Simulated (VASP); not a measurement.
```yaml
crystal:
  lattice:
    - [3.95667, 0.00000, 0.00000]
    - [0.00000, 3.95667, 0.00000]
    - [0.00000, 0.00000, 3.95667]
  atoms:
    - { symbol: Ti, position: [0.00000, 0.00000, 0.00000] }
    - { symbol: Pt, position: [0.00000, 0.50000, 0.50000] }
    - { symbol: Pt, position: [0.50000, 0.00000, 0.50000] }
    - { symbol: Pt, position: [0.50000, 0.50000, 0.00000] }
```

Method: PW91 GGA, VASP's PBE PAW potentials (set 64) (plane waves; VASP). Run with 520 eV cut-off, 9×9×9 Γ-centred mesh, tetrahedra with Blöchl corrections, potentials Ti_sv Pt.

The cores are frozen, which limits the accuracy of field gradients.

**Question.** Give the principal components of the electric field gradient (V/Å²) and the asymmetry η at each nucleus.

**Answer.** 
```csv
atom,Vxx,Vyy,Vzz,η
Ti1,0.0,0.0,0.0,-
Pt2,33.1,33.1,-66.3,0.00
Pt3,33.1,33.1,-66.3,0.00
Pt4,33.1,33.1,-66.3,0.00
```

The compound is Pt3Ti in the L1_2 structure. It was relaxed first.
